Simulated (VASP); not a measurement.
# InSe: zone-centre modes, functional by functional, part 3 of 3

Aim: the vibrations of InSe at the zone centre, at several levels of theory. The starting structure is a computed structure from the Materials Project.

VASP 6.6.1.

Results so far: LDA B1g (2) 199.8 cm⁻¹; LDA at the given cell B1g (2) 191.6 cm⁻¹.

## 4. Modes with PBEsol

Level of this step: PBEsol; plane waves and PAW (In_d, Se) (VASP).

PBEsol restores the gradient expansion of exchange and is tuned for the cells of solids. The cell comes from a relaxation at this level, not shown (236.51 Å³).

Input file INCAR:

```
SYSTEM = InSe
PREC = Accurate
ENCUT = 450
EDIFF = 1E-08
NELM = 100
ISMEAR = 0
SIGMA = 0.03
LREAL = .FALSE.
ALGO = Normal
GGA = PS
NBANDS = 47
LORBIT = 11
LWAVE = .FALSE.
LCHARG = .FALSE.
KPAR = 8
IBRION = 6
NFREE = 2
POTIM = 0.015
NSW = 1
ISIF = 2
```

Input file POSCAR:

```
InSe
1.0
    4.0098886496      0.0000000000      0.0000000000
   -2.0049443247      3.4726654369      0.0000000000
    0.0000000000      0.0000000000     16.9845344538
In Se
4 4
Direct
    0.3333333333      0.6666666667      0.1682483966
    0.6666666667      0.3333333333      0.6682483966
    0.6666666667      0.3333333333      0.8317516034
    0.3333333333      0.6666666667      0.3317516034
    0.3333333333      0.6666666667      0.9070723291
    0.6666666667      0.3333333333      0.4070723291
    0.6666666667      0.3333333333      0.0929276709
    0.3333333333      0.6666666667      0.5929276709
```

Input file KPOINTS:

```
Automatic mesh
0
Gamma
6 6 2
0 0 0
```

The projector-augmented-wave data sets are In_d and Se (PBE family, release 64).

The run is started by

```
> mpirun -np 8 vasp_std
```

The log of the run:

```text
[banner, memory and clock lines left out]
running    8 mpi-ranks, on    1 nodes
[...]
[... a notice as in an earlier step ...]

|                                                                             |
|               ----> ADVICE to this user running VASP <----                  |
|                                                                             |
|     You enforced a specific xc type in the INCAR file but a different       |
|     [... a line on the potential file left out ...]
|     I HOPE YOU KNOW WHAT YOU ARE DOING!                                     |
|                                                                             |

 LDA part: xc-table for (Slater+PW92), standard interpolation
 POSCAR, INCAR and KPOINTS ok, starting setup
[...]
entering main loop
       N       E                     dE             d eps       ncg     rms          rms(c)
DAV:   1     0.732632696302E+03    0.73263E+03   -0.31212E+04  1316   0.163E+03
DAV:   2     0.774645263250E+02   -0.65517E+03   -0.63686E+03  1323   0.436E+02
DAV:   3    -0.253526520456E+02   -0.10282E+03   -0.99114E+02  1606   0.187E+02
DAV:   4    -0.318739370479E+02   -0.65213E+01   -0.64713E+01  1568   0.468E+01
[...]
DAV:  16    -0.311759026329E+02   -0.26819E-07   -0.67159E-08  1600   0.115E-03    0.105E-03
DAV:  17    -0.311759026187E+02    0.14167E-07   -0.70751E-09  1073   0.525E-04    0.428E-04
DAV:  18    -0.311759026279E+02   -0.92323E-08   -0.64472E-09  1017   0.371E-04
   1 F= -.31175903E+02 E0= -.31175903E+02  d E =-.170913E-11
[... from here on, the cycles between the ionic steps are left out ...]
   2 F= -.31175336E+02 E0= -.31175336E+02  d E =-.170742E-11
   3 F= -.31175336E+02 E0= -.31175336E+02  d E =-.200159E-11
   4 F= -.31174632E+02 E0= -.31174632E+02  d E =-.245606E-12
   5 F= -.31174641E+02 E0= -.31174641E+02  d E =-.479609E-21
   6 F= -.31175314E+02 E0= -.31175314E+02  d E =-.200791E-11
   7 F= -.31175314E+02 E0= -.31175314E+02  d E =-.168416E-11
   8 F= -.31175171E+02 E0= -.31175171E+02  d E =-.180104E-11
   9 F= -.31175156E+02 E0= -.31175156E+02  d E =-.369591E-11
 Finite differences progress:
  Degree of freedom:   4/  4
  Displacement:        2/  2
  Total:               8/  8
```

Elapsed: 16 min, on 8 MPI ranks of AMD EPYC 7571, shared host; peak memory 5.4 GiB; 1.7 h of CPU time.

From OUTCAR (step 4):

```text
  Total        0.1109312      0.1109312      0.1259593      0.0000000      0.0000000      0.0000000
  in kB        0.7514767      0.7514767      0.8532805      0.0000000      0.0000000      0.0000000
  external PRESSURE =       0.7854113 kB  Pullay stress =       0.0000000 kB

 POSITION                                       TOTAL-FORCE (eV/Angst)
 -----------------------------------------------------------------------------------
     -0.00000      2.31511      2.85762        -0.000000     -0.000000      0.001221
      2.00494      1.15756     11.34989        -0.000000      0.000000     -0.000302
      2.00494      1.15756     14.12691         0.000000      0.000000     -0.094508
     -0.00000      2.31511      5.63465        -0.000000      0.000000      0.001677
     -0.00000      2.31511     15.39120         0.000000     -0.000000      0.099551
      2.00494      1.15756      6.91393         0.000000     -0.000000     -0.001163
      2.00494      1.15756      1.57833         0.000000     -0.000000     -0.003875
     -0.00000      2.31511     10.07060         0.000000     -0.000000     -0.002602
 -----------------------------------------------------------------------------------
    total drift:                               -0.000000      0.000000      0.000046

  FREE ENERGIE OF THE ION-ELECTRON SYSTEM (eV)
  ---------------------------------------------------
  free  energy   TOTEN  =       -31.1751560455 eV

  energy  without entropy=      -31.1751560455  energy(sigma->0) =      -31.17515605

[... 1 part as in an earlier step ...]

[... 2 further parts left out ...]
[key lines of the parts left out:]
E-fermi :   3.9379
```

With PBEsol the compared modes are at the top B1g (2) 196.1, A2u 188.5 cm⁻¹, at the bottom B1g (1) 23.4, E2g 13.0 cm⁻¹, with 4 more of the listed ones between; the largest shift among the levels compared is -11.5 cm⁻¹, in B1g (1), from LDA.

## 5. Modes with PBE (not reached)

PBE, the usual starting point, adds the gradient of the density. This run starts from the cell of an earlier relaxation, which isn't shown; the restart sets up the plane waves anew. The run named in the heading was never made; what follows is the relaxation that should come before it.

Input file INCAR:

```
SYSTEM = InSe
PREC = Accurate
ENCUT = 450
EDIFF = 1E-07
NELM = 100
ISMEAR = 0
SIGMA = 0.03
LREAL = .FALSE.
ALGO = Normal
GGA = PE
NBANDS = 47
LORBIT = 11
LWAVE = .FALSE.
LCHARG = .FALSE.
KPAR = 8
IBRION = 2
NSW = 50
ISIF = 3
EDIFFG = -0.002
```

Input file POSCAR:

```
InSe
1.0
    4.0908350694      0.0000000000      0.0000000000
   -2.0454175347      3.5427670928      0.0000000000
    0.0000000000      0.0000000000     18.5121245949
In Se
4 4
Direct
    0.3333333333      0.6666666667      0.1736805729
    0.6666666667      0.3333333333      0.6736805729
    0.6666666667      0.3333333333      0.8263194271
    0.3333333333      0.6666666667      0.3263194271
    0.3333333333      0.6666666667      0.8950791522
    0.6666666667      0.3333333333      0.3950791522
    0.6666666667      0.3333333333      0.1049208478
    0.3333333333      0.6666666667      0.6049208478
```

KPOINTS is that of step 4.

The run is started by

```
> mpirun -np 8 vasp_std
```

The log of the run:

```text
[banner, memory and clock lines left out]
running    8 mpi-ranks, on    1 nodes
[...]
[... a notice as in an earlier step ...]

 LDA part: xc-table for (Slater+PW92), standard interpolation
 POSCAR, INCAR and KPOINTS ok, starting setup
[...]
entering main loop
       N       E                     dE             d eps       ncg     rms          rms(c)
DAV:   1     0.725394646882E+03    0.72539E+03   -0.31326E+04  1324   0.156E+03
DAV:   2     0.782203995255E+02   -0.64717E+03   -0.62753E+03  1337   0.418E+02
DAV:   3    -0.228737836890E+02   -0.10109E+03   -0.98559E+02  1627   0.184E+02
DAV:   4    -0.291484855457E+02   -0.62747E+01   -0.62393E+01  1561   0.464E+01
[...]
DAV:  15    -0.284346539850E+02   -0.27805E-06   -0.11520E-06  1324   0.457E-03    0.266E-03
DAV:  16    -0.284346541176E+02   -0.13255E-06   -0.10766E-07  1081   0.394E-03    0.643E-04
DAV:  17    -0.284346541769E+02   -0.59352E-07   -0.26899E-08   924   0.136E-03
   1 F= -.28434654E+02 E0= -.28434654E+02  d E =-.284347E+02
[...]
hard stop encountered!  aborting job ...
|                                                                             |
|           W    W    AA    RRRRR   N    N  II  N    N   GGGG   !!!           |
|           W    W   A  A   R    R  NN   N  II  NN   N  G    G  !!!           |
|           W    W  A    A  R    R  N N  N  II  N N  N  G       !!!           |
|           W WW W  AAAAAA  RRRRR   N  N N  II  N  N N  G  GGG   !            |
|           WW  WW  A    A  R   R   N   NN  II  N   NN  G    G                |
|           W    W  A    A  R    R  N    N  II  N    N   GGGG   !!!           |
|                                                                             |
|     The electronic self-consistency was not achieved in the given           |
|     number of steps (NELM). The forces and other quantities evaluated       |
|     might not be reliable so examine the results carefully. If you find     |
|     spurious results, we suggest increasing NELM, if you were close to      |
|     convergence or switching to a different ALGO or adjusting the           |
|     density mixing parameters otherwise.                                    |
|                                                                             |

 soft stop encountered!  aborting job ...
   2 F= -.28434712E+02 E0= -.28434712E+02  d E =-.102655E-16
 deleting file STOPCAR
```

Elapsed: 77 s, on 8 MPI ranks; peak memory 3 GiB.

The run was stopped at its time limit, after 2 ionic steps.

## 6. All runs side by side

```csv
run,ended,B1g (2),A2u,A1g,B2u,E1g,E2u,B1g (1),E2g,"imaginary modes, each partner counted",core minutes
LDA,converged,199.8,191.2,114.1,107.7,39.9,36.9,34.9,18.4,0,103.0
LDA at the given cell,converged,191.6,185.8,103.5,104.0,37.4,37.0,-7.1,2.3,1,109.0
PBEsol,converged,196.1,188.5,107.4,104.6,37.5,35.8,23.4,13.0,0,125.0
PBE,cut off by time,-,-,-,-,-,-,-,-,-,10.3
```

Modes are in cm⁻¹, degenerate ones as one, matched between runs by symmetry and order. A number in brackets counts the listed modes of one symmetry from the lowest. The symmetry labels come from an automatic analysis and can be wrong where levels nearly coincide. Levels within 1 cm⁻¹ of another in the first run are left out, since their labels are uncertain. Core minutes are wall time times ranks of the run shown, on a shared host.

## 7. Outcome

* B1g (2), LDA: 199.8 cm⁻¹
* E2g, LDA: 18.4 cm⁻¹
* B1g (2), LDA at the given cell: 191.6 cm⁻¹
* E2g, LDA at the given cell: 2.3 cm⁻¹
* B1g (2), PBEsol: 196.1 cm⁻¹
* E2g, PBEsol: 13.0 cm⁻¹

The highest modes, at 228.9 cm⁻¹ with LDA, aren't among the listed ones, since two lie within 1 cm⁻¹ of each other. On the cells relaxed at each level, the B1g (2) mode of InSe, the highest of the listed ones in the run with LDA, lies between 196 cm⁻¹ (PBEsol) and 200 cm⁻¹ (LDA). On the cells relaxed at each level, the E2g mode of InSe, the lowest of the listed ones in the run with LDA, lies between 13.0 cm⁻¹ (PBEsol) and 18.4 cm⁻¹ (LDA). Taking the given cell, +9.7 % in volume, instead of the one relaxed with LDA turns B1g (1) from 35 to -7 cm⁻¹, negative numbers standing for imaginary modes. The edges differ by a +1.8 %, b +1.8 % and c +5.9 %. Imaginary modes appear with LDA at the given cell; there the symmetric structure may be unstable, or the settings too coarse. The bonds form layers, and these levels lack the dispersion that acts between them, which bears on the cells and on modes in which layers move against each other. The relaxed cells differ from the given one by up to 6 % along an edge (LDA), so the modes are those of cells that far off. The frequencies are harmonic, and the splitting of polar modes by their long-range field is left out. No result to use came from PBE. Further runs on this material are not shown.

[Lines on the potential files, build, host, timing and source positions are cut from VASP's logs without a mark.]

[Logs are printed without paths, hosts, clocks, repeated set-up lines and the standing remarks that a program may print on its own settings, such as how far it seeks lower states.]

[Hosts, paths, dates, database ids (printed as entryN), source tags and the programs' standing remarks are cut or masked in the printed files.]
